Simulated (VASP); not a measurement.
BN (wurtzite) is relaxed at rising pressure, each step from the one before. Symmetry mostly holds the structure type, and other phases were not tried. The mesh follows the cell, and a change of mesh leaves a small step in the series.

```cif
data_B2N2
_chemical_formula_sum 'B2 N2'
_space_group_name_H-M_alt 'P63mc'
_space_group_IT_number 186
_space_group_name_Hall 'P 6c -2c'
_cell_length_a 2.52538
_cell_length_b 2.52538
_cell_length_c 4.17824
_cell_angle_alpha 90.000
_cell_angle_beta 90.000
_cell_angle_gamma 120.000
loop_
_atom_site_label
_atom_site_type_symbol
_atom_site_symmetry_multiplicity
_atom_site_Wyckoff_symbol
_atom_site_fract_x
_atom_site_fract_y
_atom_site_fract_z
_atom_site_occupancy
B1 B 2 b 0.33333 0.66667 0.00030 1
N1 N 2 b 0.33333 0.66667 0.37470 1
```

Method: LDA (Ceperley-Alder, Perdew-Zunger), VASP's LDA PAW potentials (set 64) (plane waves; VASP 6.6.1). Run with 620 eV cut-off, 10×10×5 Γ-centred mesh, Gaussian smearing of 0.050 eV, potentials B N.

```tsv
P (GPa)	V (Å³/atom)	H − H(0) (eV/atom)	space group	k-mesh
0	5.77	0.000	P6_3mc	10×10×5
5	5.69	0.179	P6_3mc	10×10×5
10	___	___	P6_3mc	10×10×6
20	5.51	0.704	P6_3mc	10×10×6
30	5.40	1.044	P6_3mc	10×10×6
45	___	___	P6_3mc	10×10×6
```

### Question
Fill in the missing entries.

### Answer

- 45, V (Å³/atom): 5.25
- 45, H − H(0) (eV/atom): 1.543
- 10, V (Å³/atom): 5.63
- 10, H − H(0) (eV/atom): 0.356

Pressures at which the relaxation failed are left out.

The compound is BN in the wurtzite structure, a metastable high-pressure form.
